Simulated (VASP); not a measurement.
Level of theory: AM05 GGA, VASP's PBE PAW potentials (set 64) (plane waves; VASP 6.6.1).

VASP ran on this input.

**INCAR**
```
SYSTEM = KBr
PREC = Accurate
ENCUT = 520
EDIFF = 1E-7
NELM = 100
ALGO = Normal
LREAL = .FALSE.
LASPH = .TRUE.
ISMEAR = 0
SIGMA = 0.05
GGA = AM
LMAXMIX = 4
LWAVE = .FALSE.
LCHARG = .FALSE.
LORBIT = 11
ICHARG = 11
```

POSCAR:
```
KBr
1
    0.0000000000     3.3366723571     3.3366723571
    3.3366723571     0.0000000000     3.3366723571
    3.3366723571     3.3366723571     0.0000000000
K Br
1 1
Direct
  0.0000000000   0.0000000000   0.0000000000
  0.5000000000   0.5000000000   0.5000000000
```

File KPOINTS:
```
k-points along high-symmetry lines
15
Line-mode
Reciprocal
  0.000000   0.000000   0.000000 ! GAMMA
  0.500000   0.000000   0.500000 ! X

  0.500000   0.000000   0.500000 ! X
  0.625000   0.250000   0.625000 ! U

  0.375000   0.375000   0.750000 ! K
  0.000000   0.000000   0.000000 ! GAMMA

  0.000000   0.000000   0.000000 ! GAMMA
  0.500000   0.500000   0.500000 ! L

  0.500000   0.500000   0.500000 ! L
  0.500000   0.250000   0.750000 ! W

  0.500000   0.250000   0.750000 ! W
  0.500000   0.000000   0.500000 ! X
```

POTCAR, in this order: K_sv Br (PBE.64 set). Program: vasp_std. Read from the step before: CHGCAR.

Q: What will the output report for the number of irreducible k-points (NKPTS), largest plane-wave count, number of space-group operations, FFT grid (NGX, NGY, NGZ)?

A: 
| Property | Value |
|---|---|
| number of irreducible k-points (NKPTS) | 90 |
| largest plane-wave count | 2028 |
| number of space-group operations | 48 |
| FFT grid (NGX, NGY, NGZ) | 36 × 36 × 36 |

The compound is KBr in the rock salt structure. It was relaxed first.
